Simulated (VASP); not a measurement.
Method: PBE GGA with D4 dispersion, VASP's PBE PAW potentials (set 64) (plane waves; VASP).

The input files of a VASP run:

File KPOINTS:
```
Automatic mesh
0
Gamma
8 8 8
0 0 0
```

### POSCAR
```
CdSe
1
    0.0000000000     2.9997415630     2.9997415630
    2.9997415630     0.0000000000     2.9997415630
    2.9997415630     2.9997415630     0.0000000000
Cd Se
1 1
Direct
  0.0000000000   0.0000000000   0.0000000000
  0.2500000000   0.2500000000   0.2500000000
```

**INCAR**
```
SYSTEM = CdSe
PREC = Accurate
ENCUT = 520
EDIFF = 1E-7
NELM = 100
ALGO = Normal
LREAL = .FALSE.
LASPH = .TRUE.
ISMEAR = 0
SIGMA = 0.05
GGA = PE
IVDW = 13
LMAXMIX = 4
LWAVE = .FALSE.
LCHARG = .FALSE.
ISIF = 2
```

POTCAR, in this order: Cd Se (PBE.64 set). Program: vasp_std.

The run wrote:

File OSZICAR:
```
       N       E                     dE             d eps       ncg     rms          rms(c)
DAV:   1     0.104539577747E+03    0.10454E+03   -0.90831E+03   778   0.125E+03
DAV:   2    -0.151786892344E+01   -0.10606E+03   -0.10186E+03   869   0.285E+02
DAV:   3    -0.575390243386E+01   -0.42360E+01   -0.42253E+01   894   0.595E+01
DAV:   4    -0.577421366638E+01   -0.20311E-01   -0.20309E-01   804   0.414E+00
DAV:   5    -0.577433725666E+01   -0.12359E-03   -0.12359E-03   899   0.296E-01    0.714E+00
DAV:   6    -0.542547287178E+01    0.34886E+00   -0.65147E-01  1010   0.112E+01    0.545E+00
DAV:   7    -0.540289508367E+01    0.22578E-01   -0.17886E-01   814   0.327E+00    0.225E+00
DAV:   8    -0.540362749573E+01   -0.73241E-03   -0.17589E-02   794   0.202E+00    0.262E-01
DAV:   9    -0.540370321814E+01   -0.75722E-04   -0.22451E-03   859   0.754E-01    0.611E-02
DAV:  10    -0.540376847579E+01   -0.65258E-04   -0.25193E-04   804   0.241E-01    0.452E-02
DAV:  11    -0.540380830148E+01   -0.39826E-04   -0.67915E-05   764   0.653E-02    0.116E-02
DAV:  12    -0.540380838300E+01   -0.81522E-07   -0.60939E-06   934   0.384E-02    0.556E-03
DAV:  13    -0.540380879370E+01   -0.41070E-06   -0.20256E-06   769   0.163E-02    0.171E-03
DAV:  14    -0.540380884041E+01   -0.46704E-07   -0.58907E-08   572   0.222E-03
   1 F= -.60807738E+01 E0= -.60807738E+01  d E =-.377165E-16
```

**OUTCAR**
```
------------------------ aborting loop because EDIFF is reached ----------------------------------------
  Edisp (eV):   -0.67696
  FORCE on cell =-STRESS in cart. coord.  units (eV):
  Direction    XX          YY          ZZ          XY          YZ          ZX
  --------------------------------------------------------------------------------------
  Total       1.21354     1.21354     1.21354     0.00000     0.00000     0.00000
  in kB      36.01505    36.01505    36.01505     0.00000     0.00000     0.00000
  external pressure =       36.02 kB  Pullay stress =        0.00 kB
  volume of cell :       53.99
      direct lattice vectors                 reciprocal lattice vectors
     0.000000000  2.999741563  2.999741563    -0.166681026  0.166681026  0.166681026
     2.999741563  0.000000000  2.999741563     0.166681026 -0.166681026  0.166681026
     2.999741563  2.999741563  0.000000000     0.166681026  0.166681026 -0.166681026
  FREE ENERGIE OF THE ION-ELECTRON SYSTEM (eV)
  ---------------------------------------------------
  free  energy   TOTEN  =        -6.0807737534 eV

  energy  without entropy=       -6.0807737534  energy(sigma->0) =       -6.08077375
```
(Selected blocks of OUTCAR.)

The compound is CdSe in the zinc blende structure, whereas wurtzite is the usual form. This cell is one point of a volume scan, at 0.94 of the reference volume.
